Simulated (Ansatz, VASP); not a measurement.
# Al in two plane-wave programs, part 2 of 2

One calculation is typed for both programs; each brings its own data sets. How far apart do they land? The structure shown is the end of the Ansatz relaxation below.

VASP 6.6.1 and Ansatz 0.2.0.

So far. Step 3 (VASP: single point, PBEsol, pair 1): The run ends at a pressure of 0.85 GPa.

## (6) VASP: single point, PBEsol, pair 2 (continued)

Level of this step: PBEsol; plane waves and PAW (Al) (VASP).

Numbers of over 12 decimals in the logs are rounded to 6 here.

OUTCAR, selected parts (step 6):

```text
  Total        0.0174670      0.0174670      0.3749549      0.0000000      0.0000000      0.0000000
  in kB        0.8708729      0.8708729     18.6945444      0.0000000      0.0000000      0.0000000
  external PRESSURE =       6.8120967 kB  Pullay stress =       0.0000000 kB

 POSITION                                       TOTAL-FORCE (eV/Angst)
 -----------------------------------------------------------------------------------
      0.00000      0.00000      0.00000         0.000000      0.000000      0.000000
      1.42893      1.42893      1.96727        -0.000000      0.000000     -0.000000
 -----------------------------------------------------------------------------------
    total drift:                               -0.000000      0.000000     -0.000000

  FREE ENERGIE OF THE ION-ELECTRON SYSTEM (eV)
  ---------------------------------------------------
  free  energy   TOTEN  =        -8.1759857746 eV

  energy  without entropy=       -8.1679121629  energy(sigma->0) =       -8.17194897

[... 1 part as in an earlier step ...]

[... 2 further parts left out ...]
[key lines of the parts left out:]
E-fermi :   8.2722
```

The run ends at a pressure of 0.68 GPa.

## (7) Side by side

Both answers:

```tsv
quantity	Ansatz	VASP	difference
pressure (GPa)	0.59	0.68	-0.09
```

## (8) Ansatz: relaxation, PBEsol

This run makes the geometry at which the two programs are then compared. The cell compared in this pair holds 32.39 Å³, against 32.13 Å³ for the pair before.

The structure compared here is the end of the Ansatz relaxation.

input.yaml reads:

```yaml
crystal:
  lattice:
    - [2.824724405, 0.0, 0.0]
    - [0.0, 2.824724405, 0.0]
    - [0.0, 0.0, 4.09513476]
  atoms:
    - { symbol: Al, position: [0.0, 0.0, 0.0] }
    - { symbol: Al, position: [0.5, 0.5, 0.5] }
kpoints:
  mp_grid: { grid: [15, 15, 11] }
scf:
  occupations: { method: fermi_dirac, width: 0.05 }
hamiltonian:
  xc: pbesol
  pseudopotentials: { kind: paw, azcp: { folder: soft_1 }, xc_functional: pbe }
basis:
  ecutwfc: 600
output:
  forces: true
  stress: true
relax:
  f_tol: 0.005
  max_steps: 70
  cell: { stress_tol: 0.02, p_target: 0, fix: [c, alpha, beta, gamma] }
```

The run is started by

```bash
> ansatz run input.yaml --threads 4 --pin off --max-ram 10240MiB --backend cpu --events-out ev --progress --plain --runs-dir out
```

The log of the run:

```text
[...]
Crystal: 2 atoms, lattice volume = 32.675 Å³
Basis set: ecut = 600 eV, 1073 PW (Γ), exchange–correlation on 48×48×72 points (8 copies of the dense FFT grid, shifted against one another)
Bands: 7, of which v1, the nominal top of the filled ones, is band 3 counted from 1 (2 counted from 0)
Symmetry: 32 space group operations
[...]
k-points: 216 of 2475
[...]
-0.000000      -0.000915       0.000000
        0.000000       0.000000      -0.453578
  P = ⅓ Tr σ = -0.1518 GPa (-1.518 kbar)
--- Relaxed structure (3 steps of the walk, 3 accepted, 1 SCFs on fresh bases) ---
[...]
cell:  # Å, volume = 32.3920 Å³
    - [2.812450, 0, 0.0]
    - [0, 2.812450, 0.0]
    - [0.0, 0.0, 4.09513476]
  atoms:
    - { symbol: Al, position: [0.0, 0.0, 0.0] }
    - { symbol: Al, position: [0.500000, 0.500000, 0.500000] }
[key lines of the parts left out:]
SCF converged after 3 iterations
Free energy (F): -1049.104157 eV
Fermi energy:    8.050895 eV
```

## (9) VASP: single point, PBEsol, pair 3

The same cell, functional, mesh and smearing now go to VASP, with its own data sets.

INCAR reads:

```
SYSTEM = Al
PREC = Accurate
ENCUT = 500
EDIFF = 1E-06
NELM = 120
ISMEAR = -1
SIGMA = 0.05
LREAL = .FALSE.
ALGO = Normal
GGA = PS
NBANDS = 9
LORBIT = 11
LWAVE = .FALSE.
LCHARG = .FALSE.
ISIF = 2
LASPH = .TRUE.
GGA_COMPAT = .FALSE.
```

POSCAR reads:

```
Al
1.0
    2.8124500815      0.0000000000      0.0000000000
    0.0000000000      2.8124500815      0.0000000000
    0.0000000000      0.0000000000      4.0951347600
Al
2
Direct
    0.0000000000      0.0000000000      0.0000000000
    0.5000000000      0.5000000000      0.5000000000
```

KPOINTS reads:

```
Automatic mesh
0
Gamma
15 15 11
0 0 0
```

Potentials, in the order of the species: Al (PBE family, release 64).

The run is started by

```bash
> mpirun -np 1 vasp_std
```

The log of the run:

```text
[... set-up lines as in an earlier step ...]
 entering main loop
       N       E                     dE             d eps       ncg     rms          rms(c)
DAV:   1    -0.155269350053E+01   -0.15527E+01   -0.21437E+03  3896   0.473E+02
DAV:   2    -0.813224556807E+01   -0.65796E+01   -0.63618E+01  5390   0.500E+01
DAV:   3    -0.824726268102E+01   -0.11502E+00   -0.11314E+00  5052   0.577E+00
DAV:   4    -0.824779136069E+01   -0.52868E-03   -0.52857E-03  5126   0.405E-01
[...]
DAV:   8    -0.819001484762E+01    0.11545E-03   -0.10223E-04  5496   0.679E-02    0.254E-02
DAV:   9    -0.819001292388E+01    0.19237E-05   -0.99974E-07  4806   0.610E-03    0.193E-03
DAV:  10    -0.819001219805E+01    0.72583E-06   -0.14885E-08  2607   0.927E-04
   1 F= -.81900122E+01 E0= -.81872465E+01  d E =-.553133E-02
```

From OUTCAR (step 9):

```text
  Total        0.0172055      0.0172055     -0.0752036      0.0000000      0.0000000      0.0000000
  in kB        0.8510197      0.8510197     -3.7197320      0.0000000      0.0000000      0.0000000
  external PRESSURE =      -0.6725642 kB  Pullay stress =       0.0000000 kB

 POSITION                                       TOTAL-FORCE (eV/Angst)
 -----------------------------------------------------------------------------------
      0.00000      0.00000      0.00000         0.000000      0.000000      0.000000
      1.40623      1.40623      2.04757        -0.000000     -0.000000      0.000000
 -----------------------------------------------------------------------------------
    total drift:                                0.000000      0.000000     -0.000000

  FREE ENERGIE OF THE ION-ELECTRON SYSTEM (eV)
  ---------------------------------------------------
  free  energy   TOTEN  =        -8.1900121981 eV

  energy  without entropy=       -8.1844808669  energy(sigma->0) =       -8.18724653

[... 1 part as in an earlier step ...]

[... 2 further parts left out ...]
[key lines of the parts left out:]
E-fermi :   8.1270
```

The run ends at a pressure of -0.07 GPa.

## (10) Differences

The two programs side by side:

```tsv
quantity	Ansatz	VASP	difference
pressure (GPa)	-0.15	-0.07	-0.08
```

## (11) Outcome

| Item | Value |
| --- | --- |
| difference in pressure (single point, PBEsol, pair 1) | -0.089 GPa |
| difference in pressure (single point, PBEsol, pair 2) | -0.088 GPa |
| difference in pressure (single point, PBEsol, pair 3) | -0.085 GPa |

The difference in pressure is -0.089 GPa (single point, PBEsol, pair 1), within the 1 GPa picked in this series as the mark of a large difference. 4 further runs of this series are not shown here. How closely two codes agree says nothing of how well the functional describes the real material.

[Lines on the potential files, build, host, timing and source positions are cut from VASP's logs without a mark.]

[Logs are printed without paths, hosts, clocks, repeated set-up lines and the standing remarks that a program may print on its own settings, such as how far it seeks lower states.]

[Hosts, paths, dates, database ids (printed as entryN), source tags and the programs' standing remarks are cut or masked in the printed files.]
